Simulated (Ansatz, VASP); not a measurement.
# Cross-check of HfB2 between VASP and Ansatz, part 2 of 2

One calculation is typed for both programs; each brings its own data sets. How far apart do they land? The cell is taken from a series of VASP runs on this material, whose earlier steps may have relaxed, scaled or displaced it; both programs get it as it stands. Valence electrons are named where the data sets of a main pair hold unlike numbers.

VASP 6.6.1 and Ansatz 0.2.0.

So far. Step 3 (Ansatz: single point, r2SCAN with rVV10): The run ends at a pressure of 0.07 GPa.

## 5. VASP: electric field gradients, r2SCAN with rVV10

Level of this step: r2SCAN with rVV10; plane waves and PAW (Hf_pv, B) (VASP).

Field gradients test the density near the nuclei, where the PAW reconstruction matters most.

The input, INCAR:

```
SYSTEM = HfB2
PREC = Accurate
ENCUT = 420
EDIFF = 1E-07
NELM = 100
ISMEAR = 0
SIGMA = 0.05
LREAL = .FALSE.
ALGO = Normal
METAGGA = R2SCAN
LUSE_VDW = .TRUE.
IVDW_NL = 2
BPARAM = 11.95
CPARAM = 0.0093
LASPH = .TRUE.
NBANDS = 14
LORBIT = 11
LWAVE = .FALSE.
LCHARG = .FALSE.
KPAR = 2
LEFG = .TRUE.
```

The input, POSCAR:

```
HfB2
1.0
    3.1296949394      0.0000000000      0.0000000000
   -1.5648474697      2.7103953236      0.0000000000
    0.0000000000      0.0000000000      3.4765779959
Hf B
1 2
Direct
    0.0000000000      0.0000000000      0.0000000000
    0.3333333333      0.6666666667      0.5000000000
    0.6666666667      0.3333333333      0.5000000000
```

The input, KPOINTS:

```
Automatic mesh
0
Gamma
10 10 8
0 0 0
```

Potentials, in the order of the species: Hf_pv and B (PBE family, release 64).

Launch:

```
$ mpirun -np 2 vasp_std
```

Numbers of over 12 decimals in the logs are rounded to 6 here.

Log:

```text
[banner, memory and clock lines left out]
running    2 mpi-ranks, on    1 nodes
[...]
[... a notice as in an earlier step ...]

 [... a notice as in an earlier step ...]

 LDA part: xc-table for (None), standard interpolation
 POSCAR, INCAR and KPOINTS ok, starting setup
[...]
entering main loop
       N       E                     dE             d eps       ncg     rms          rms(c)
Total rVV10 correction in eV:      0.1603262    17.5557970
Total rVV10 correction in eV:      0.1603262    17.5557970
DAV:   1    -0.165954549232E+02   -0.16595E+02   -0.74387E+03  1960   0.954E+02
DAV:   2    -0.666510540014E+02   -0.50056E+02   -0.46668E+02  2524   0.208E+02
DAV:   3    -0.679990049331E+02   -0.13480E+01   -0.13414E+01  2632   0.259E+01
DAV:   4    -0.680056458371E+02   -0.66409E-02   -0.66399E-02  2296   0.226E+00
DAV:   5    -0.680056944086E+02   -0.48572E-04   -0.48568E-04  2584   0.167E-01    0.582E+01
Total rVV10 correction in eV:      0.1602937    17.5557972
Total rVV10 correction in eV:      0.1602937    17.5557972
[...]
0.0000000     0.0000000     0.0000000    -2.8365165     0.0000000     0.0000000
     0.0000257     0.0000000     0.0000000    -2.8365164     0.0000000     0.0000000
     0.0000354     0.0000000     0.0000000    -2.8365164     0.0000000     0.0000000
     0.0000487     0.0000000     0.0000000    -2.8365164     0.0000000     0.0000000
     0.0000671     0.0000000     0.0000000    -2.8365163     0.0000000     0.0000000

ion   3
     0.0000000     0.0000000     0.0000000    -2.3860169     0.0000000     0.0000000
     0.0000257     0.0000000     0.0000000    -2.3860169     0.0000000     0.0000000
     0.0000354     0.0000000     0.0000000    -2.3860169     0.0000000     0.0000000
     0.0000487     0.0000000     0.0000000    -2.3860169     0.0000000     0.0000000
     0.0000671     0.0000000     0.0000000    -2.3860169     0.0000000     0.0000000

     0.0000000     0.0000000     0.0000000    -2.8365165     0.0000000     0.0000000
     0.0000257     0.0000000     0.0000000    -2.8365164     0.0000000     0.0000000
     0.0000354     0.0000000     0.0000000    -2.8365164     0.0000000     0.0000000
     0.0000487     0.0000000     0.0000000    -2.8365164     0.0000000     0.0000000
     0.0000671     0.0000000     0.0000000    -2.8365163     0.0000000     0.0000000

   1 F= -.62924626E+02 E0= -.62924215E+02  d E =-.821965E-03
```

From OUTCAR (step 5):

```text
  Total        0.0084072      0.0084072      0.0058379      0.0000000     -0.0000000      0.0000000
  in kB        0.4567472      0.4567472      0.3171626      0.0000000     -0.0000000      0.0000000
  external PRESSURE =       0.4102190 kB  Pullay stress =       0.0000000 kB

 POSITION                                       TOTAL-FORCE (eV/Angst)
 -----------------------------------------------------------------------------------
      0.00000      0.00000      0.00000         0.000000      0.000000     -0.000000
     -0.00000      1.80693      1.73829         0.000000     -0.000000     -0.000000
      1.56485      0.90347      1.73829        -0.000000      0.000000      0.000000
 -----------------------------------------------------------------------------------
    total drift:                               -0.000000      0.000000      0.000000

  FREE ENERGIE OF THE ION-ELECTRON SYSTEM (eV)
  ---------------------------------------------------
  free  energy   TOTEN  =       -62.9246262542 eV

  energy  without entropy=      -62.9238042893  energy(sigma->0) =      -62.92421527

[... 1 part as in an earlier step ...]

[... 2 further parts left out ...]
[key lines of the parts left out:]
E-fermi :   7.6333
```

The run ends at a pressure of 0.04 GPa.

## 6. Ansatz: electric field gradients, r2SCAN with rVV10

The same cell, functional, mesh and smearing now go to Ansatz, which takes its cutoff from its data sets.

The cell is taken from a series of VASP runs on this material, whose earlier steps may have relaxed, scaled or displaced it; both programs get it as it stands.

The input, input.yaml:

```yaml
crystal:
  lattice:
    - [3.1296949394, 0.0, 0.0]
    - [-1.5648474697, 2.7103953236, 0.0]
    - [0.0, 0.0, 3.4765779959]
  atoms:
    - { symbol: Hf, position: [0.0, 0.0, 0.0] }
    - { symbol: B, position: [0.3333333333, 0.6666666667, 0.5] }
    - { symbol: B, position: [0.6666666667, 0.3333333333, 0.5] }
hamiltonian:
  xc: r2scan
  pseudopotentials: { kind: paw }
  dispersion: rvv10
kpoints:
  mp_grid: { grid: [10, 10, 8] }
scf:
  occupations: { method: gaussian, width: 0.05 }
  n_extra_bands: 4
output:
  forces: true
  stress: true
  eigenvalues: true
  efg: {}
```

Launch:

```
$ ansatz run input.yaml --threads 2 --pin off --max-ram 4608MiB --backend cpu --events-out ev --progress --plain --runs-dir out
```

Log:

```text
[...]
Hf: output.efg is read without spin–orbit coupling, which moves field gradients at and beside such atoms by some per cent and up to a factor of two; PAW files take it under magnetization.noncollinear and magnetization.spin_orbit
[...]
Crystal: 3 atoms, lattice volume = 29.491 Å³
[...]
--- Band table (eV; the first three rows and the last of 70) ---
  k-point 0: bands = [... 12 lower, 17.5349, 17.6382, 17.6382, 17.6729, 24.9606, 24.9606, 25.6354, 25.6354]
  k-point 1: bands = [... 12 lower, 15.8726, 17.8071, 17.8071, 19.2598, 23.5389, 23.5389, 25.0858, 25.0858]
  k-point 2: bands = [... 12 lower, 14.1299, 18.2947, 18.2947, 20.8728, 22.1856, 22.1856, 23.8250, 23.8250]
  k-point 69: bands = [... 12 lower, 11.5028, 14.8388, 17.1029, 17.2269, 25.5065, 26.6695, 27.5044, 28.0258]
[key lines of the parts left out:]
SCF converged after 6 iterations
Free energy (F): -16046.440154 eV
Fermi energy:    20.570369 eV
P = ⅓ Tr σ = 0.1150 GPa (1.150 kbar)
```

Run time: 7.7 s. Hardware: 2 threads of Arm Neoverse N1, shared host; peak memory 0.47 GiB.

The run ends at a pressure of 0.12 GPa.

## 7. Comparison

What differs besides the data sets and the points named for the pairs above, as far as they apply: Ansatz adds the response of the frozen cores to the gradients, VASP leaves it out; the data sets hold 32 valence electrons in Ansatz (on its default PAW (the set named soft_2) files) and 16 in VASP. Total energies have different zeros and are not compared.

Both answers:

```tsv
quantity	Ansatz	VASP	difference
pressure (GPa)	0.12	0.04	+0.07
Vzz at Hf1 (V/Å²)	104.4	75.3	+29.1
Vzz at B2 (V/Å²)	0.9	2.0	-1.1
Vzz at B3 (V/Å²)	0.9	2.0	-1.1
```

Ansatz's pressure holds a Pulay correction of 0.03 GPa; VASP's holds none.

## 8. What the set-up changes

Further runs change the set-up of one program: Ansatz's method, potentials or start, or VASP's data sets, cutoff or form of LDA. The table gives Ansatz less VASP for each quantity, since a change that brings one quantity closer may part another.

```tsv
run	pressure (GPa)	Vzz at Hf1 (V/Å²)	Vzz at B2 (V/Å²)	Vzz at B3 (V/Å²)
as above	0.074	29	-1.1	-1.1
cores kept as stored	-0.039	20	-1.1	-1.1
Ansatz's larger PAW set (cutoff 760 eV)	0.092	47	-0.24	-0.24
```

## 9. What came out

| Item | Value |
| --- | --- |
| difference in pressure (single point, r2SCAN with rVV10) | 0.082 GPa |
| difference in Vzz at Hf1 (electric field gradients, r2SCAN with rVV10) | 29 V/Å² |

What this shows: The difference in pressure is 0.082 GPa (single point, r2SCAN with rVV10), within the 1 GPa picked in this series as the mark of a large difference. The data sets hold unlike numbers of valence electrons (32 in Ansatz and 16 in VASP), so part of the differences comes from the potentials. Electric field gradients, r2SCAN with rVV10, cores kept as stored: the difference in pressure goes from 0.074 to -0.039 GPa; the difference in Vzz at Hf1 goes from 29 to 20 V/Å². Electric field gradients, r2SCAN with rVV10, Ansatz's larger PAW set (cutoff 760 eV): the difference in Vzz at Hf1 goes from 29 to 47 V/Å²; the difference in Vzz at B2 goes from -1.1 to -0.24 V/Å²; the difference in Vzz at B3 goes from -1.1 to -0.24 V/Å². 1 further run of this series is not shown here. Such differences can come from data sets, numerical settings and the points named under the comparisons, not from the functional's error against experiment.

[Lines on the potential files, build, host, timing and source positions are cut from VASP's logs without a mark.]

[Logs are printed without paths, hosts, clocks, repeated set-up lines and the standing remarks that a program may print on its own settings, such as how far it seeks lower states.]

[Hosts, paths, dates, database ids (printed as entryN), source tags and the programs' standing remarks are cut or masked in the printed files.]
